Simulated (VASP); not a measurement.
Data:

```xyz
5
Lattice="3.9960 0.0000 0.0000 0.0000 3.9960 0.0000 0.0000 0.0000 3.9960" Properties=species:S:1:pos:R:3 pbc="T T T"
K      1.9980     1.9980     1.9980
Ta     0.0000     0.0000     0.0000
O      0.0000     1.9980     0.0000
O      1.9980     0.0000     0.0000
O      0.0000     0.0000     1.9980
```

Computed with r2SCAN meta-GGA, VASP's PBE PAW potentials (set 64) (plane waves; VASP). Numerical set-up: 520 eV cut-off, 5×5×5 Γ-centred mesh, Gaussian smearing of 0.050 eV, potentials K_sv Ta_pv O.

Estimate the energy per atom (σ→0).

The energy per atom (σ→0) is -17.432 eV/atom.

The structure comes from a computed database's KTaO3 entry (Pm-3m); how it stands against other phases isn't given here. It was relaxed first. The start is the result of an earlier pass.
